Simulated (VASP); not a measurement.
VASP ran on this input.

File KPOINTS:
```
Automatic mesh
0
Gamma
7 7 2
0 0 0
```

**POSCAR**
```
MoSeS
1.0
  3.2037839391   0.0000000000   0.0000000000
 -1.6018919695   2.7745580062   0.0000000000
  0.0000000000   0.0000000000  13.6435925908
Mo Se S
2 2 2
Cart
  0.0000000000   0.0000000000   3.5377991207
 -1.6018919695   2.7745580062  10.1057934701
  1.6018935715   0.9248517439  11.8063938295
 -0.0000016019   1.8497062623   1.8371987613
 -0.0000016019   1.8497062623   5.0607577324
  1.6018935715   0.9248517439   8.5828348584
```

INCAR:
```
SYSTEM = MoSeS
PREC = Accurate
ENCUT = 400
EDIFF = 1E-6
NELM = 100
ALGO = Normal
LREAL = .FALSE.
LASPH = .TRUE.
ISMEAR = 0
SIGMA = 0.05
GGA = PS
LMAXMIX = 4
LWAVE = .FALSE.
LCHARG = .FALSE.
IBRION = 2
ISIF = 3
NSW = 60
EDIFFG = -0.02
```

POTCAR, in this order: Mo_sv Se S (PBE.64 set). Program: vasp_std.

Write an equivalent input for Ansatz.

One equivalent input (not run):
Ansatz 0.2 input:
```yaml
crystal:
  lattice:
    - [3.2037839, 0.0000000, 0.0000000]
    - [-1.6018920, 2.7745580, 0.0000000]
    - [0.0000000, 0.0000000, 13.6435926]
  atoms:
    - { symbol: Mo, position: [0.0000000, 0.0000000, 0.2593011] }
    - { symbol: Mo, position: [0.0000000, 1.0000000, 0.7406989] }
    - { symbol: Se, position: [0.6666670, 0.3333330, 0.8653435] }
    - { symbol: Se, position: [0.3333330, 0.6666670, 0.1346565] }
    - { symbol: S, position: [0.3333330, 0.6666670, 0.3709256] }
    - { symbol: S, position: [0.6666670, 0.3333330, 0.6290744] }
kpoints:
  mp_grid: { grid: [7, 7, 2] }
hamiltonian:
  xc: pbesol
  pseudopotentials: { kind: paw }
scf:
  occupations: { method: gaussian, width: 0.05 }
  max_iter: 100
relax:
  max_steps: 60
  f_tol: 0.02
  cell: {}
output: { forces: true, stress: true, eigenvalues: true }
```
The two are equivalent in intent, not identical: each code has its own PAW files, so the cut-off isn't converted (ENCUT is set for VASP's; basis.ecutwfc is left out, and Ansatz then takes the one that its files recommend); Ansatz stops its SCF on the density residual and VASP on the energy change (EDIFF).

The structure comes from a computed database's MoSeS entry (P-3m1); how it stands against other phases isn't given here. This run relaxes it. Symmetry was kept, so distortions that lower it aren't found. The start is the result of an earlier pass.
